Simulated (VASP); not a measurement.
**How biaxial strain in the (001) plane changes Cu**

How do stress and energy of Cu follow biaxial strain in the (001) plane?

Program: VASP 6.6.1. Level of theory: r2SCAN; plane waves and PAW (Cu), in the first sound run; inputs show where later runs differ. Results are calculated unless marked as measured.

## (1) Set-up

It takes space group Fm-3m (No. 225, cubic). The conventional cell has a = 3.610 Å, b = 3.610 Å, c = 3.610 Å, α = 90.00°, β = 90.00°, γ = 90.00°. Cu has 12 Cu at 2.55 Å nearest.

## (2) Relax the crystal, r2SCAN

The series starts from the cell that this level prefers, so that zero strain is near zero stress.

This step took 2 runs in a row; the last is shown.

Level: r2SCAN; plane waves and PAW (Cu).

The input, INCAR:

```
SYSTEM = Cu
PREC = Accurate
ENCUT = 450
EDIFF = 1E-07
NELM = 120
ISMEAR = 1
SIGMA = 0.15
LREAL = .FALSE.
ALGO = Normal
METAGGA = R2SCAN
LASPH = .TRUE.
NBANDS = 11
LORBIT = 11
LWAVE = .FALSE.
LCHARG = .FALSE.
KPAR = 8
IBRION = 2
NSW = 40
ISIF = 3
EDIFFG = -0.005
POTIM = 0.4
```

The input, POSCAR:

```
Cu
1.0
    0.0000000000      1.7883977538      1.7883977538
    1.7883977538      0.0000000000      1.7883977538
    1.7883977538      1.7883977538      0.0000000000
Cu
1
Direct
    0.0000000000      0.0000000000      0.0000000000
```

The input, KPOINTS:

```
Automatic mesh
0
Gamma
28 28 28
0 0 0
```

PAW data sets: Cu (PBE family, release 64).

Started as:

```console
mpirun -np 8 vasp_std
```

The log of the run:

```text
[banner, memory and clock lines left out]
running    8 mpi-ranks, on    1 nodes
[...]
|                                                                             |
|           W    W    AA    RRRRR   N    N  II  N    N   GGGG   !!!           |
|           W    W   A  A   R    R  NN   N  II  NN   N  G    G  !!!           |
|           W    W  A    A  R    R  N N  N  II  N N  N  G       !!!           |
|           W WW W  AAAAAA  RRRRR   N  N N  II  N  N N  G  GGG   !            |
|           WW  WW  A    A  R   R   N   NN  II  N   NN  G    G                |
|           W    W  A    A  R    R  N    N  II  N    N   GGGG   !!!           |
|                                                                             |
|     For optimal performance we recommend to set                             |
|       NCORE = 2 up to number-of-cores-per-socket                            |
|     NCORE specifies how many cores store one orbital (NPAR=cpu/NCORE).      |
|     This setting can greatly improve the performance of VASP for DFT.       |
[...]
|     You enforced a specific xc type in the INCAR file but a different       |
|     [... a line on the potential file left out ...]
|     I HOPE YOU KNOW WHAT YOU ARE DOING!                                     |
|                                                                             |

 LDA part: xc-table for (None), standard interpolation
 POSCAR, INCAR and KPOINTS ok, starting setup
[...]
entering main loop
       N       E                     dE             d eps       ncg     rms          rms(c)
DAV:   1     0.305628344314E+02    0.30563E+02   -0.51466E+03 15011   0.154E+03
DAV:   2    -0.123105589378E+02   -0.42873E+02   -0.39768E+02 14017   0.198E+02
DAV:   3    -0.133613292214E+02   -0.10508E+01   -0.10459E+01 15730   0.388E+01
DAV:   4    -0.133688208189E+02   -0.74916E-02   -0.74907E-02 15145   0.285E+00
[...]
DAV:  14    -0.108268805765E+02    0.79672E-06   -0.77095E-07 14330   0.170E-02    0.601E-04
DAV:  15    -0.108268803989E+02    0.17753E-06   -0.10203E-08  8235   0.205E-03    0.233E-04
DAV:  16    -0.108268803380E+02    0.60959E-07   -0.75999E-09  7332   0.148E-03
   1 F= -.10826880E+02 E0= -.10827000E+02  d E =-.108269E+02
[...]
reached required accuracy - stopping structural energy minimisation
```

Wall time 50 s (8 MPI ranks of AMD EPYC 7R43, shared host); peak memory 1.1 GiB; 5.9 min of CPU time.

Lines that name or quote the potential files are left out of all logs, and their timing lines are given in words.

Parts of OUTCAR (step 2):

```text
  Total       -0.0025113     -0.0025113     -0.0025113      0.0000000      0.0000000      0.0000000
  in kB       -0.3517059     -0.3517059     -0.3517059      0.0000000      0.0000000      0.0000000
  external PRESSURE =      -0.3517059 kB  Pullay stress =       0.0000000 kB

 POSITION                                       TOTAL-FORCE (eV/Angst)
 -----------------------------------------------------------------------------------
      0.00000      0.00000      0.00000         0.000000      0.000000     -0.000000
 -----------------------------------------------------------------------------------
    total drift:                                0.000000     -0.000000      0.000000

  FREE ENERGIE OF THE ION-ELECTRON SYSTEM (eV)
  ---------------------------------------------------
  free  energy   TOTEN  =       -10.8268803380 eV

  energy  without entropy=      -10.8272404290  energy(sigma->0) =      -10.82700037

 reached required accuracy - stopping structural energy minimisation

[... 3 further parts left out ...]
[key lines of the parts left out:]
E-fermi :   7.8088
```

This run gave:

- energy(sigma→0) of the program: -10.8270 eV
- stress, compression positive: xx, yy, zz -0.04, -0.04, -0.04 GPa
- volume: 11.440 Å³
- ionic steps: 1

## (3) Strain along the normal, r2SCAN

One member in full: the plane is strained by -0.5 %, and the strain along the normal is moved by secant steps until the normal stress is under 0.012 GPa or five steps are spent; the atoms relax at each step.

This step took 3 runs, each at a new trial strain with the atoms of the one before; the last is shown.

Level: r2SCAN; plane waves and PAW (Cu).

Changes to INCAR since step 2:

```diff
@@ -15,7 +15,7 @@
 LCHARG = .FALSE.
-KPAR = 8
-IBRION = 2
-NSW = 40
-ISIF = 3
-EDIFFG = -0.005
-POTIM = 0.4
+KPAR = 2
+IBRION = 1
+NSW = 25
+ISIF = 2
+EDIFFG = -0.004
+POTIM = 0.3
```

The input, POSCAR:

```
Cu
1.0
    0.0000000000      1.7794557650      1.8001444610
    1.7794557650      0.0000000000      1.8001444610
    1.7794557650      1.7794557650      0.0000000000
Cu
1
Direct
    0.0000000000      0.0000000000      0.0000000000
```

KPOINTS is that of step 2.

Started as:

```console
mpirun -np 2 vasp_std
```

The log of the run:

```text
[banner, memory and clock lines left out]
running    2 mpi-ranks, on    1 nodes
[...]
[... a notice as in an earlier step ...]

 LDA part: xc-table for (None), standard interpolation
 POSCAR, INCAR and KPOINTS ok, starting setup
[...]
entering main loop
       N       E                     dE             d eps       ncg     rms          rms(c)
DAV:   1     0.301883658891E+02    0.30188E+02   -0.51544E+03 39673   0.155E+03
DAV:   2    -0.123438522925E+02   -0.42532E+02   -0.39538E+02 36748   0.198E+02
DAV:   3    -0.133589211206E+02   -0.10151E+01   -0.10089E+01 40987   0.383E+01
DAV:   4    -0.133662765163E+02   -0.73554E-02   -0.73544E-02 39674   0.283E+00
[...]
DAV:  14    -0.108263852245E+02    0.82438E-06   -0.77516E-07 37518   0.171E-02    0.547E-04
DAV:  15    -0.108263850674E+02    0.15716E-06   -0.83931E-09 21572   0.180E-03    0.226E-04
DAV:  16    -0.108263850078E+02    0.59531E-07   -0.72958E-09 18935   0.144E-03
   1 F= -.10826385E+02 E0= -.10826495E+02  d E =-.108264E+02
 BRION: g(F)=  0.360E-61 g(S)=  0.000E+00
 reached required accuracy - stopping structural energy minimisation
```

Run time: 12 min. Hardware: 2 MPI ranks; peak memory 0.45 GiB.

Parts of OUTCAR (step 3):

```text
  Total        0.0584245      0.0584245     -0.0000131      0.0000000      0.0000000      0.0000000
  in kB        8.2109606      8.2109606     -0.0018396      0.0000000      0.0000000      0.0000000
  external PRESSURE =       5.4733605 kB  Pullay stress =       0.0000000 kB

 POSITION                                       TOTAL-FORCE (eV/Angst)
 -----------------------------------------------------------------------------------
      0.00000      0.00000      0.00000         0.000000     -0.000000      0.000000
 -----------------------------------------------------------------------------------
    total drift:                                0.000000     -0.000000      0.000000

  FREE ENERGIE OF THE ION-ELECTRON SYSTEM (eV)
  ---------------------------------------------------
  free  energy   TOTEN  =       -10.8263850078 eV

  energy  without entropy=      -10.8267158167  energy(sigma->0) =      -10.82649528

[... 1 part as in an earlier step ...]

[... 3 further parts left out ...]
[key lines of the parts left out:]
E-fermi :   7.8534
```

Numbers from this step:

```
energy(sigma→0) of the program : -10.8265 eV
stress, compression positive   : xx, yy, zz 0.82, 0.82, 0.00 GPa
ionic steps                    : 1
```

## (4) The table

The other members went through these steps as far as the tables show, with the same cutoff and, step by step, the same mesh; 28 runs are not shown. The session took 9.3 core hours (wall time by ranks) on a shared machine.

```
in-plane strain (%)  strain along the normal (%)  in-plane stress, tension positive (GPa)  energy above the unstrained row, extrapolated to no smearing (meV/atom)
             -2.000                        2.662                                   -3.665                                                                    5.912
             -1.500                        1.990                                   -2.658                                                                    3.402
             -1.000                        1.330                                   -1.694                                                                    1.625
             -0.500                        0.657                                   -0.821                                                                    0.503
                  0                       -0.014                                    0.015                                                                    0.000
              0.500                       -0.705                                    0.765                                                                    0.116
              1.000                       -1.439                                        ?                                                                        ?
              1.500                       -2.148                                    1.996                                                                    1.783
              2.000                       -2.883                                    2.498                                                                    3.291
```

## (5) A fit to the known rows

A least-squares parabola through the 8 rows shown, with e the strain in %: stress = − 0.1488 e² + 1.547 e + 0.008150 (GPa), r.m.s. residual 0.013 GPa.

For the withheld row, e = 1, the fit gives 1.406 GPa.

## (6) Checking the prediction

The calculation gives 1.372 GPa, so the prediction is 0.034 GPa too high, more than twice the residual of the fit.

Slopes at zero strain, from cubics through all rows: strain ratio -1.375, stress over strain 155 GPa.

## (7) Summary of results

- error of the predicted stress: 0.034 GPa
- ratio of normal to in-plane strain: -1.375
- biaxial modulus: 155 GPa

In words: As a check, the curvature of the energy gives 161 GPa for the same modulus (energy per volume = M × strain²), 4 % from the slope of the stress; these energies are extrapolated to no smearing, while the stress belongs to the free energy, so part of the difference may come from that. The energy also has a linear term worth 0.27 GPa that the stress column lacks, a mark of the finite basis or of the smearing. These are static values: temperature and zero-point motion are left out. In a metal the slopes also depend on mesh and smearing, which were held through the series.

[Lines on the potential files, build, host, timing and source positions are cut from VASP's logs without a mark.]

[Logs are printed without paths, hosts, clocks, repeated set-up lines and the standing remarks that a program may print on its own settings, such as how far it seeks lower states.]

[Hosts, paths, dates, database ids (printed as entryN), source tags and the programs' standing remarks are cut or masked in the printed files.]

[In band tables of VASP the shares of atoms and orbitals are scaled to a sum of 1 inside the atoms' spheres.]
